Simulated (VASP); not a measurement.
Data:

```xyz
6
Lattice="1.7150 -2.9704 0.0000 1.7150 2.9704 0.0000 0.0000 0.0000 13.4848" Properties=species:S:1:pos:R:3 pbc="T T T"
Te     1.7150     0.9901    11.8925
Te     1.7150    -0.9901     5.1501
Te     1.7150    -0.9901     1.5923
Te     1.7150     0.9901     8.3347
Mo     1.7150     0.9901     3.3712
Mo     1.7150    -0.9901    10.1136
```

Method: PBE GGA with D4 dispersion, VASP's PBE PAW potentials (set 64) (plane waves; VASP). Settings: 520 eV cut-off, 7×7×2 Γ-centred mesh, Gaussian smearing of 0.050 eV, potentials Te Mo_sv.

The ions and cell shape at fixed volume are relaxed. Which structure does the run end with?

```xyz
6
Lattice="1.7245 -2.9870 0.0000 1.7245 2.9870 0.0000 0.0000 0.0000 13.3352" Properties=species:S:1:pos:R:3 pbc="T T T"
Te     1.7245     0.9957    11.8248
Te     1.7245    -0.9957     5.1572
Te     1.7245    -0.9957     1.5104
Te     1.7245     0.9957     8.1781
Mo     1.7245     0.9957     3.3338
Mo     1.7245    -0.9957    10.0014
```
Space group P6_3/mmc (194), at a tolerance of 0.03 Å.

How much energy does the relaxation gain?

The energy (σ→0) changes by -18.6 meV/atom, in 8 ionic steps.

The compound is MoTe2 in the 2H layered structure. This cell is one point of a volume scan, at 0.94 of the reference volume. Symmetry was kept, so distortions that lower it aren't found.
